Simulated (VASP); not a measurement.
A convergence study with VASP on Cu2O (cuprite): one setting is varied, all else stays as given below, so the limit is that of these other settings.

```yaml
crystal:
  lattice:
    - [4.27000, 0.00000, 0.00000]
    - [0.00000, 4.27000, 0.00000]
    - [0.00000, 0.00000, 4.27000]
  atoms:
    - { symbol: Cu, position: [0.75000, 0.25000, 0.75000] }
    - { symbol: Cu, position: [0.25000, 0.75000, 0.75000] }
    - { symbol: Cu, position: [0.75000, 0.75000, 0.25000] }
    - { symbol: Cu, position: [0.25000, 0.25000, 0.25000] }
    - { symbol: O, position: [0.00000, 0.00000, 0.00000] }
    - { symbol: O, position: [0.50000, 0.50000, 0.50000] }
```

All values below come from PBE GGA, VASP's PBE PAW potentials (set 64) (plane waves; VASP 6.6.1). The tightest run used: 700 eV cut-off, 14×14×14 Γ-centred mesh, Gaussian smearing of 0.050 eV, potentials Cu O.

Problem. The settings run are 1×1×1 mesh; 2×2×2 mesh; 3×3×3 mesh; 4×4×4 mesh; 5×5×5 mesh; 6×6×6 mesh; 7×7×7 mesh; 8×8×8 mesh; 9×9×9 mesh; 10×10×10 mesh; 11×11×11 mesh; 12×12×12 mesh; 13×13×13 mesh; 14×14×14 mesh. From which on does the stress (every component) stay within 0.2 GPa of the tightest run?

Solution. From 4×4×4 mesh on: it is off by 0.13 there and by no more than 0.2 in any finer run, while 3×3×3 mesh is off by 0.28.
| setting | E (eV/atom) | pressure (GPa) | irreducible k-points | difference judged (GPa) |
|---|---|---|---|---|
| 1×1×1 mesh | -3.8086 | 20.72 | 1 | 17.72 |
| 2×2×2 mesh | -4.4818 | 5.08 | 4 | 2.08 |
| 3×3×3 mesh | -4.5405 | 3.28 | 4 | 0.28 |
| 4×4×4 mesh | -4.5442 | 3.14 | 10 | 0.13 |
| 5×5×5 mesh | -4.5457 | 3.05 | 10 | 0.05 |
| 6×6×6 mesh | -4.5460 | 3.03 | 20 | 0.02 |
| 7×7×7 mesh | -4.5461 | 3.01 | 20 | 0.01 |
| 8×8×8 mesh | -4.5462 | 3.01 | 35 | 0.01 |
| 9×9×9 mesh | -4.5462 | 3.00 | 35 | 0.00 |
| 10×10×10 mesh | -4.5462 | 3.00 | 56 | 0.00 |
| 11×11×11 mesh | -4.5462 | 3.00 | 56 | 0.00 |
| 12×12×12 mesh | -4.5462 | 3.00 | 84 | 0.00 |
| 13×13×13 mesh | -4.5462 | 3.00 | 84 | 0.00 |
| 14×14×14 mesh | -4.5462 | 3.00 | 120 | 0.00 |

Left out are rungs that failed or repeat a setting and relaxations that didn't move; long series are thinned to 24 rows.

The compound is Cu2O in the cuprite structure. The cell was not relaxed at this level.
